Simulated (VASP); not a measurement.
Data:

```
CELL_PARAMETERS angstrom
      0.00000     1.92000     1.92000
      1.92000     0.00000     1.92000
      1.92000     1.92000     0.00000
ATOMIC_POSITIONS crystal
  Ir 0.00000 0.00000 0.00000
```

The numbers are results of optB86b-vdW, VASP's PBE PAW potentials (set 64) (plane waves; VASP), not measurements. Run with 520 eV cut-off, 15×15×15 Γ-centred mesh, first-order Methfessel-Paxton smearing of 0.10 eV, potentials Ir.

The ions, cell shape and volume are relaxed. What does this cell relax into?

```
CELL_PARAMETERS angstrom
      0.00000     1.93004     1.93004
      1.93004     0.00000     1.93004
      1.93004     1.93004     0.00000
ATOMIC_POSITIONS crystal
  Ir 0.00000 0.00000 0.00000
```
Space group Fm-3m (225), at a tolerance of 0.03 Å.

How do energy and volume change from the first to the last step?

The energy (σ→0) changes by -4.1 meV/atom and the volume by +1.6 %, in 4 ionic steps.

The compound is Ir in the fcc structure. This run relaxes it. Symmetry was kept, so distortions that lower it aren't found.
